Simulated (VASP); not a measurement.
Here is the system:

```yaml
crystal:
  lattice:
    - [0.00000, 1.98426, 1.98426]
    - [1.98426, 0.00000, 1.98426]
    - [1.98426, 1.98426, 0.00000]
  atoms:
    - { symbol: Ag, position: [0.00000, 0.00000, 0.00000] }
```

All values below come from AM05 GGA, VASP's PBE PAW potentials (set 64) (plane waves; VASP 6.6.1). Numerical set-up: 520 eV cut-off, 15×15×15 Γ-centred mesh, first-order Methfessel-Paxton smearing of 0.10 eV, potentials Ag.

Q: Estimate the energy per atom (σ→0), pressure, band gap (on the k-mesh) with the smallest direct gap where there is one.

A: 
* **band gap (on the k-mesh)**: none (metal, semimetal or under 0.01 eV)
* **energy per atom (σ→0)**: -2979 meV/atom
* **pressure**: 8.42 GPa

Total energies compare only between runs with the same potentials, cut-off and functional.

The compound is Ag in the fcc structure. This cell is one point of a volume scan, at 0.94 of the reference volume.
